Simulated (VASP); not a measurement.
# A VASP study of TiSi2 (r2SCAN): structure first, properties next, part 2 of 5

What structure does TiSi2 take at this level, and what are its properties? The start is a computed cell from the Materials Project.

VASP 6.6.1; r2SCAN; plane waves and PAW (Ti_sv, Si).

Still holding for the runs below: The k-mesh is coarse for a metal.

So far. Step 2 (Relaxing cell and atoms (r2SCAN)): It ends with a largest force of 0.007 eV/Å and a pressure of -0.03 GPa. The relaxed cell has a, b, c = 3.534, 13.527, 3.559 Å (conventional setting).

### 3. Single point with fields (r2SCAN)

A single point on the relaxed cell gives a clean self-consistent state, with density, ELF and potential written out.

Input file INCAR:

```
SYSTEM = TiSi2
PREC = Accurate
ENCUT = 400
EDIFF = 1E-06
NELM = 100
ISMEAR = 0
SIGMA = 0.05
LREAL = .FALSE.
ALGO = Normal
METAGGA = R2SCAN
LASPH = .TRUE.
NBANDS = 26
LORBIT = 11
LWAVE = .FALSE.
LCHARG = .TRUE.
ISIF = 2
LELF = .TRUE.
LVHAR = .TRUE.
```

Input file POSCAR:

```
TiSi2
1.0
    3.5339059832      0.0000000000      0.0000000000
    0.0000000000      0.0000000000      3.5594027318
    1.7669529916     -6.7634078204      0.0000000000
Ti Si
2 4
Direct
    0.1030696015      0.7500000000      0.7938607970
    0.8969303985      0.2500000000      0.2061392030
    0.4414352673      0.7500000000      0.1171294654
    0.5585647327      0.2500000000      0.8828705346
    0.7505898266      0.7500000000      0.4988203469
    0.2494101734      0.2500000000      0.5011796531
```

Input file KPOINTS:

```
Automatic mesh
0
Gamma
6 6 6
0 0 0
```

The projector-augmented-wave data sets are Ti_sv and Si (PBE family, release 64).

Started as:

```sh
$ mpirun -np 4 vasp_std
```

Output:

```text
[banner, memory and clock lines left out]
running    4 mpi-ranks, on    1 nodes
 distrk:  each k-point on    4 cores,    1 groups
 distr:  one band on    1 cores,    4 groups

 POSCAR found type information on POSCAR TiSi
 POSCAR found :  2 types and       6 ions
 [... a notice as in an earlier step ...]

 LDA part: xc-table for (None), standard interpolation
|                                                                             |
|           W    W    AA    RRRRR   N    N  II  N    N   GGGG   !!!           |
|           W    W   A  A   R    R  NN   N  II  NN   N  G    G  !!!           |
|           W    W  A    A  R    R  N N  N  II  N N  N  G       !!!           |
|           W WW W  AAAAAA  RRRRR   N  N N  II  N  N N  G  GGG   !            |
|           WW  WW  A    A  R   R   N   NN  II  N   NN  G    G                |
|           W    W  A    A  R    R  N    N  II  N    N   GGGG   !!!           |
|                                                                             |
|     The number of bands has been changed from the values supplied in        |
|     The orbitals not found in the WAVECAR file will be initialized with     |
|     random numbers, which is usually adequate. For correlated               |
|     calculations, however, you should redo the groundstate calculation.     |
|     I found NBANDS = 26. Now, NBANDS = 28.                                  |
|                                                                             |

 POSCAR, INCAR and KPOINTS ok, starting setup
 FFT: planning ... GRIDC
 FFT: planning ... GRID_SOFT
 FFT: planning ... GRID
 WAVECAR not read
 entering main loop
       N       E                     dE             d eps       ncg     rms          rms(c)
DAV:   1     0.332398427361E+03    0.33240E+03   -0.16968E+04  2928   0.130E+03
DAV:   2    -0.295507749887E+02   -0.36195E+03   -0.35322E+03  2940   0.407E+02
DAV:   3    -0.719189630692E+02   -0.42368E+02   -0.41688E+02  5100   0.118E+02
DAV:   4    -0.752902143150E+02   -0.33713E+01   -0.33429E+01  4084   0.299E+01
DAV:   5    -0.754878129879E+02   -0.19760E+00   -0.19746E+00  4468   0.637E+00    0.212E+01
DAV:   6    -0.645580091286E+02    0.10930E+02   -0.36664E+01  4124   0.521E+01    0.760E+00
DAV:   7    -0.642680147422E+02    0.28999E+00   -0.59681E+00  3780   0.171E+01    0.584E+00
DAV:   8    -0.642523182009E+02    0.15697E-01   -0.69536E-01  4168   0.579E+00    0.131E+00
DAV:   9    -0.642555467490E+02   -0.32285E-02   -0.54185E-02  3768   0.161E+00    0.375E-01
DAV:  10    -0.642559576411E+02   -0.41089E-03   -0.87203E-03  4400   0.630E-01    0.159E-01
DAV:  11    -0.642563346325E+02   -0.37699E-03   -0.12815E-03  3940   0.268E-01    0.389E-02
DAV:  12    -0.642562972992E+02    0.37333E-04   -0.22828E-04  3864   0.106E-01    0.183E-02
DAV:  13    -0.642563038892E+02   -0.65900E-05   -0.91130E-06  3412   0.235E-02    0.789E-03
DAV:  14    -0.642563035697E+02    0.31950E-06   -0.21006E-06  2992   0.115E-02
   1 F= -.64256304E+02 E0= -.64255491E+02  d E =-.162562E-02
```

It took 25 s on 4 MPI ranks of Intel Xeon 6975P-C (Granite Rapids), shared host; peak memory 0.55 GiB; 98 s of CPU time.

Parts of OUTCAR (step 3):

```text
  LATTYP: Found a base centered orthorhombic cell.
 ALAT       =     3.5339059832
 B/A-ratio  =     3.8277236874
 C/A-ratio  =     1.0072148916

 Found     52 irreducible k-points:

   k-points           NKPTS =     52   k-points in BZ     NKDIM =     52   number of bands    NBANDS=     28

   ENCUT  =  400.0 eV  29.40 Ry    5.42 a.u.   5.76  5.80 11.40*2*pi/ulx,y,z

   NELECT =      40.0000    total number of electrons

 E-fermi :  10.6145

 k-point     1 :       0.0000    0.0000    0.0000
  band No.  band energies     occupation
    ...
     15       7.8369      2.00000
     16       7.9299      2.00000
     17       8.3205      2.00000
     18       8.3853      2.00000
     19       8.3964      2.00000
     20      11.0748      0.00000
     21      11.4543      0.00000
     22      11.5287      0.00000
     23      11.5697      0.00000
     24      11.9822      0.00000
    ...

 k-point     2 :       0.1667    0.0000    0.0000
  band No.  band energies     occupation
    ...
     16       7.7454      2.00000
     17       8.0161      2.00000
     18       9.0203      2.00000
     19       9.1356      2.00000
     20      10.5409      1.96255
     21      11.2495      0.00000
     22      11.5952      0.00000
     23      11.6783      0.00000
     24      11.8335      0.00000
     25      12.3919      0.00000
    ...

  Total       -0.0149451     -0.0218369      0.0150800      0.0000000     -0.0000000      0.0000000
  in kB       -0.2814577     -0.4112482      0.2839982      0.0000000     -0.0000000      0.0000000
  external PRESSURE =      -0.1362359 kB  Pullay stress =       0.0000000 kB

 POSITION                                       TOTAL-FORCE (eV/Angst)
 -----------------------------------------------------------------------------------
      1.76695     -5.36920      2.66955         0.000000     -0.003302      0.000000
      3.53391     -1.39420      0.88985        -0.000000      0.003302     -0.000000
      1.76695     -0.79219      2.66955         0.000000     -0.003328      0.000000
      3.53391     -5.97121      0.88985        -0.000000      0.003328      0.000000
      3.53391     -3.37373      2.66955         0.000000      0.006631      0.000000
      1.76695     -3.38968      0.88985         0.000000     -0.006631      0.000000
 -----------------------------------------------------------------------------------
    total drift:                                0.000000     -0.000000     -0.000000

  FREE ENERGIE OF THE ION-ELECTRON SYSTEM (eV)
  ---------------------------------------------------
  free  energy   TOTEN  =       -64.2563035697 eV

  energy  without entropy=      -64.2546779471  energy(sigma->0) =      -64.25549076

[... 5 parts as in an earlier step ...]

[... 7 further parts left out ...]
```

This step gave:

| Property | Result |
| --- | --- |
| SCF cycles | 14 |
| bands | 28 |
| pressure | -0.01362 GPa |

Valence electrons inside each PAW sphere by angular momentum. Sphere charges, by row:

```
atom  s (e)  p (e)  d (e)  tot (e)
 Ti1  2.158  6.149  2.063    10.37
 Ti2  2.158  6.149  2.063    10.37
 Si3  0.763   0.94      0    1.703
 Si4  0.763   0.94      0    1.703
 Si5  0.741  0.907      0    1.648
 Si6  0.741  0.907      0    1.648
```

Electrostatic potential energy in the bc plane of the conventional cell at fractional x = 0.000, with atoms of Ti and Si within 0.2 Å of it. With pseudopotentials it is smooth inside the atoms' cores, unlike the true potential.

Ten even steps from '0' (-91 eV) to '9' (2 eV), each cell a mean:
```
99755689999999975579999999964589999999
98532479999999840048999999720059999999
98532479999999840038999999720059999999
99754689999999974479999999864579999999
99988999878999998898878999998999876799
99999998412799999997313799999999643479
99999997100599999996001699999998532369
99999998412699999997313799999999643479
99988999877899999998778999999999876799
```
Columns run along b (13.5 Å; values clipped at the 3rd and 97th percentile), rows up along c (3.6 Å), edges of the conventional cell, whose origin can differ from the input's. Atoms in or near the plane, at fractional coordinates: Ti at (0.10, 0.75), Ti at (0.90, 0.25), Si at (0.44, 0.75), Si at (0.56, 0.25), Si at (0.75, 0.75), Si at (0.25, 0.25).

ELF in the bc plane of the conventional cell at fractional x = 0.000, with atoms of Ti and Si within 0.2 Å of it. It is the smooth field of the valence electrons, not physical close to the nuclei.

Ten even steps from '0' (0.06) to '9' (0.94), each cell a mean:
```
10244213553213675566666545644576300012
01489611321003542135543346731267532233
01489611221003541025543347730267532233
10245313553113675566666545643576310012
21000136764444577777777743345663112101
22211367522565445565335641013431267510
23333477301675323453002541001210489720
22211367522675445565324641012431368520
21000136754544577777667743335663122101
```
Columns run along b (13.5 Å), rows up along c (3.6 Å), edges of the conventional cell, whose origin can differ from the input's. Atoms in or near the plane, at fractional coordinates: Ti at (0.10, 0.75), Ti at (0.90, 0.25), Si at (0.44, 0.75), Si at (0.56, 0.25), Si at (0.75, 0.75), Si at (0.25, 0.25).

Valence density in the bc plane of the conventional cell at fractional x = 0.000, with atoms of Ti and Si within 0.2 Å of it. It is the smooth field of the valence electrons, not physical close to the nuclei.

Ten steps, logarithmic in the rise over the least value, from '0' (0 e/Å³) to '9' (13 e/Å³), each cell a mean:
```
22467533332222333333333222333333222222
23699742222222331133322223321233222222
23799742222222321133322223321233222222
22577533322222333333332222333333222222
22233333333222233333333322223333345422
22222233322332222333323322222223588742
22222233201332222233202322222223699852
22222233322332222333323322222223588742
22233333333322233333333322223333355432
```
Columns run along b (13.5 Å), rows up along c (3.6 Å), edges of the conventional cell, whose origin can differ from the input's. Atoms in or near the plane, at fractional coordinates: Ti at (0.10, 0.75), Ti at (0.90, 0.25), Si at (0.44, 0.75), Si at (0.56, 0.25), Si at (0.75, 0.75), Si at (0.25, 0.25).

In this run the pressure is -0.01 GPa, small enough to go on; single stress components reach 0.04 GPa.

### 4. Band structure (r2SCAN)

The mesh alone shows little of the dispersion and can miss band extrema, so KPOINTS_OPT adds a path through the symmetry points after the self-consistent cycle.

Changes to INCAR since step 3:

```diff
@@ -11,8 +11,6 @@
 LASPH = .TRUE.
-NBANDS = 26
+NBANDS = 36
 LORBIT = 11
 LWAVE = .FALSE.
-LCHARG = .TRUE.
-ISIF = 2
-LELF = .TRUE.
-LVHAR = .TRUE.
+LCHARG = .FALSE.
+KPAR = 4
```

POSCAR is that of step 3.

KPOINTS is that of step 3.

Input file KPOINTS_OPT:

```
Line mode
16
Line-mode
Reciprocal
  0.00000000   0.00000000   0.00000000 GAMMA
  0.53412627   0.00000000   0.26706314 X

  0.53412627   0.00000000   0.26706314 X
  0.50000000   0.00000000   0.00000000 S

  0.50000000   0.00000000   0.00000000 S
  0.50000000   0.50000000   0.00000000 R

  0.50000000   0.50000000   0.00000000 R
  0.53412627   0.50000000   0.26706314 A

  0.53412627   0.50000000   0.26706314 A
  0.00000000   0.50000000   0.00000000 Z

  0.00000000   0.50000000   0.00000000 Z
  0.00000000   0.00000000   0.00000000 GAMMA

  0.00000000   0.00000000   0.00000000 GAMMA
  0.00000000   0.00000000  -0.50000000 Y

  0.00000000   0.00000000  -0.50000000 Y
  0.46587373   0.00000000  -0.26706314 X1

  0.46587373   0.00000000  -0.26706314 X1
  0.46587373   0.50000000  -0.26706314 A1

  0.46587373   0.50000000  -0.26706314 A1
  0.00000000   0.50000000  -0.50000000 T

  0.00000000   0.50000000  -0.50000000 T
  0.00000000   0.00000000  -0.50000000 Y

  0.00000000   0.50000000   0.00000000 Z
  0.00000000   0.50000000  -0.50000000 T
```

Started as:

```sh
$ mpirun -np 4 vasp_std
```

Output:

```text
[banner, memory and clock lines left out]
running    4 mpi-ranks, on    1 nodes
 distrk:  each k-point on    1 cores,    4 groups
 distr:  one band on    1 cores,    1 groups

 POSCAR found type information on POSCAR TiSi
 POSCAR found :  2 types and       6 ions
 [... a notice as in an earlier step ...]

 LDA part: xc-table for (None), standard interpolation
 POSCAR, INCAR and KPOINTS ok, starting setup
 FFT: planning ... GRIDC
 FFT: planning ... GRID_SOFT
 FFT: planning ... GRID
 WAVECAR not read
 entering main loop
       N       E                     dE             d eps       ncg     rms          rms(c)
DAV:   1     0.337370709666E+03    0.33737E+03   -0.15960E+04  3752   0.102E+03
DAV:   2    -0.321257991177E+02   -0.36950E+03   -0.35285E+03  3788   0.331E+02
DAV:   3    -0.722702794250E+02   -0.40144E+02   -0.39167E+02  5980   0.960E+01
DAV:   4    -0.753555948552E+02   -0.30853E+01   -0.30315E+01  5152   0.238E+01
DAV:   5    -0.754885003215E+02   -0.13291E+00   -0.13286E+00  5324   0.444E+00    0.212E+01
DAV:   6    -0.645783278632E+02    0.10910E+02   -0.20684E+01  4520   0.405E+01    0.729E+00
DAV:   7    -0.642735741054E+02    0.30475E+00   -0.30217E+00  4452   0.140E+01    0.602E+00
DAV:   8    -0.642585751960E+02    0.14999E-01   -0.38469E-01  5052   0.482E+00    0.131E+00
DAV:   9    -0.642556881419E+02    0.28871E-02   -0.51310E-02  4556   0.158E+00    0.344E-01
DAV:  10    -0.642560011388E+02   -0.31300E-03   -0.37738E-03  5108   0.393E-01    0.148E-01
DAV:  11    -0.642563198384E+02   -0.31870E-03   -0.57431E-04  4656   0.183E-01    0.582E-02
DAV:  12    -0.642562967058E+02    0.23133E-04   -0.12057E-04  4808   0.873E-02    0.210E-02
DAV:  13    -0.642563037861E+02   -0.70804E-05   -0.15664E-05  5348   0.274E-02    0.595E-03
DAV:  14    -0.642563034800E+02    0.30615E-06   -0.85906E-07  2856   0.591E-03
   1 F= -.64256303E+02 E0= -.64255491E+02  d E =-.162558E-02
 Start KPOINTS_OPT (optional k-point list driver)
k-point batch [1-52\192]
       N       E                     dE             ncg
DAV:   1     0.328767490467E+04   -0.47326E+05     3764
DAV:   2    -0.159436037744E+05   -0.19231E+05     3820
DAV:   3    -0.180393788321E+05   -0.20958E+04     5720
DAV:   4    -0.181956999454E+05   -0.15632E+03     4980
DAV:   5    -0.182033328263E+05   -0.76329E+01     5052
DAV:   6    -0.182033878776E+05   -0.55051E-01     4944
DAV:   7    -0.182033889623E+05   -0.10847E-02     5072
DAV:   8    -0.182033889783E+05   -0.15974E-04     4464
DAV:   9    -0.182033889790E+05   -0.70216E-06     3020
[...]
k-point batch [157-192\192]
       N       E                     dE             ncg
DAV:   1     0.231740473094E+05   -0.27834E+05     2592
DAV:   2     0.988741129274E+04   -0.13287E+05     2600
DAV:   3     0.842230226555E+04   -0.14651E+04     3872
DAV:   4     0.829184030081E+04   -0.13046E+03     3528
DAV:   5     0.828561062991E+04   -0.62297E+01     3520
DAV:   6     0.828556683920E+04   -0.43791E-01     3488
DAV:   7     0.828556584657E+04   -0.99263E-03     3552
DAV:   8     0.828556583352E+04   -0.13047E-04     3328
DAV:   9     0.828556583332E+04   -0.20413E-06     2192
```

The job ended after 76 s (4 MPI ranks; peak memory 1.1 GiB).

OUTCAR, selected parts (step 4):

```text
 Found     52 irreducible k-points:

   k-points           NKPTS =     52   k-points in BZ     NKDIM =     52   number of bands    NBANDS=     36

   NELECT =      40.0000    total number of electrons

 E-fermi :  10.6146

 k-point     1 :       0.0000    0.0000    0.0000
  band No.  band energies     occupation
    ...
     15       7.8369      2.00000
     16       7.9299      2.00000
     17       8.3206      2.00000
     18       8.3853      2.00000
     19       8.3964      2.00000
     20      11.0749      0.00000
     21      11.4545      0.00000
     22      11.5287      0.00000
     23      11.5698      0.00000
     24      11.9823      0.00000
    ...

 k-point     2 :       0.1667    0.0000    0.0000
  band No.  band energies     occupation
    ...
     16       7.7454      2.00000
     17       8.0162      2.00000
     18       9.0204      2.00000
     19       9.1356      2.00000
     20      10.5410      1.96254
     21      11.2496      0.00000
     22      11.5953      0.00000
     23      11.6784      0.00000
     24      11.8336      0.00000
     25      12.3919      0.00000
    ...

  Total       -0.0189757     -0.0257901      0.0104918      0.0000000      0.0000000      0.0000000
  in kB       -0.3573645     -0.4856975      0.1975900      0.0000000      0.0000000      0.0000000
  external PRESSURE =      -0.2151574 kB  Pullay stress =       0.0000000 kB

 POSITION                                       TOTAL-FORCE (eV/Angst)
 -----------------------------------------------------------------------------------
      1.76695     -5.36920      2.66955         0.000000     -0.002592      0.000000
      3.53391     -1.39420      0.88985        -0.000000      0.002592     -0.000000
      1.76695     -0.79219      2.66955        -0.000000     -0.003212      0.000000
      3.53391     -5.97121      0.88985        -0.000000      0.003212      0.000000
      3.53391     -3.37373      2.66955         0.000000      0.006627      0.000000
      1.76695     -3.38968      0.88985        -0.000000     -0.006627     -0.000000
 -----------------------------------------------------------------------------------
    total drift:                                0.000000     -0.000000     -0.000000

  FREE ENERGIE OF THE ION-ELECTRON SYSTEM (eV)
  ---------------------------------------------------
  free  energy   TOTEN  =       -64.2563034800 eV

  energy  without entropy=      -64.2546778973  energy(sigma->0) =      -64.25549069

[... 9 parts as in an earlier step ...]

[... 5 further parts left out ...]
```

The cell is typed on its shortest vectors, so the axes of tensors and the coordinates of k-points follow the printed cell and not the standard setting.

This step gave:

* bands: 36
* pressure: -0.02152 GPa

The electronic bands at the labelled points (eV, zero at the Fermi level; # counts the bands kept in this run, so #1 is VASP's band 10):

```
          point     #8     #9    #10    #11    #12   #13   #14   #15
              Γ  -2.29  -2.23  -2.22   0.46   0.84  0.91  0.96  1.37
0.47 of the way  -2.47  -1.70  -1.40  -0.62   0.85  0.85  1.04  1.25
              X  -1.87  -1.19  -0.77  -0.76  -0.25  1.31  1.46  1.77
0.53 of the way  -1.81  -1.41  -0.77  -0.69  -0.37  1.31  1.67  1.73
              S  -1.80  -1.59  -0.65  -0.63  -0.56  1.32  1.63  1.88
0.53 of the way  -3.89  -2.97  -1.94  -1.92   1.05  1.28  1.92  2.14
              R  -3.50  -3.50  -2.64  -2.64   1.92  1.92  2.15  2.15
0.47 of the way  -3.58  -3.58  -2.59  -2.59   1.94  1.94  2.15  2.15
              A  -3.66  -3.66  -2.56  -2.56   1.98  1.98  2.13  2.13
0.53 of the way  -3.07  -3.07  -1.45  -1.45   0.60  0.60  2.01  2.01
              Z  -1.72  -1.72  -0.08  -0.08   0.88  0.88  1.50  1.50
0.53 of the way  -2.02  -2.00  -0.60  -0.41   0.24  0.41  1.56  1.92
              Γ  -2.29  -2.23  -2.22   0.46   0.84  0.91  0.96  1.37
0.53 of the way  -2.45  -2.23  -1.31   0.41   0.86  0.90  0.93  0.93
              Y  -2.61  -2.18  -1.22   0.38   0.69  0.79  0.94  1.36
0.53 of the way  -2.77  -1.49  -0.46  -0.18  -0.12  0.50  1.08  1.88
             X1  -1.87  -1.19  -0.77  -0.76  -0.25  1.31  1.46  1.77
0.47 of the way  -3.21  -3.08  -1.90  -1.64   0.89  1.37  1.88  2.06
             A1  -3.66  -3.66  -2.56  -2.56   1.98  1.98  2.13  2.13
0.47 of the way  -3.26  -3.26  -2.64  -2.64   1.87  1.87  2.01  2.01
              T  -2.24  -2.24  -0.95  -0.95   0.56  0.56  1.91  1.91
0.53 of the way  -2.29  -1.79  -1.04  -0.29   0.60  0.75  1.09  1.36
              Y  -2.61  -2.18  -1.22   0.38   0.69  0.79  0.94  1.36
      jump to Z  -1.72  -1.72  -0.08  -0.08   0.88  0.88  1.50  1.50
0.47 of the way  -2.24  -2.24  -0.52  -0.52   0.69  0.69  1.89  1.89
              T  -2.24  -2.24  -0.95  -0.95   0.56  0.56  1.91  1.91
```

Of the projections kept (Ti, Si), the largest for each band there, as a share of the weight inside these atoms' spheres; weight between the spheres isn't counted:

```
point       #8       #9      #10      #11      #12      #13      #14      #15
    Γ  Ti 0.56  Ti 0.85  Si 0.52  Ti 1.00  Ti 1.00  Si 0.77  Ti 0.99  Ti 0.82
    X  Ti 0.63  Ti 0.78  Ti 0.90  Ti 0.76  Ti 0.75  Si 0.52  Ti 0.57  Ti 0.95
    S  Ti 0.68  Ti 0.63  Ti 0.91  Ti 0.53  Ti 0.87  Si 0.62  Si 0.76  Ti 0.95
    R  Si 0.58  Si 0.58  Ti 0.64  Ti 0.64  Ti 0.97  Ti 0.97  Ti 0.99  Ti 0.99
    A  Si 0.62  Si 0.62  Ti 0.63  Ti 0.63  Ti 0.98  Ti 0.98  Ti 0.98  Ti 0.98
    Z  Ti 0.84  Ti 0.84  Ti 0.74  Ti 0.74  Ti 0.51  Ti 0.51  Ti 0.66  Ti 0.66
```

There is no gap at this level.

(Continued in part 3 of 5.)

[Lines on the potential files, build, host, timing and source positions are cut from VASP's logs without a mark.]

[Logs are printed without paths, hosts, clocks, repeated set-up lines and the standing remarks that a program may print on its own settings, such as how far it seeks lower states.]

[Hosts, paths, dates, database ids (printed as entryN), source tags and the programs' standing remarks are cut or masked in the printed files.]

[A measured line is paired with the nearest computed mode of its activity, which favours agreement.]

[In band tables of VASP the shares of atoms and orbitals are scaled to a sum of 1 inside the atoms' spheres.]
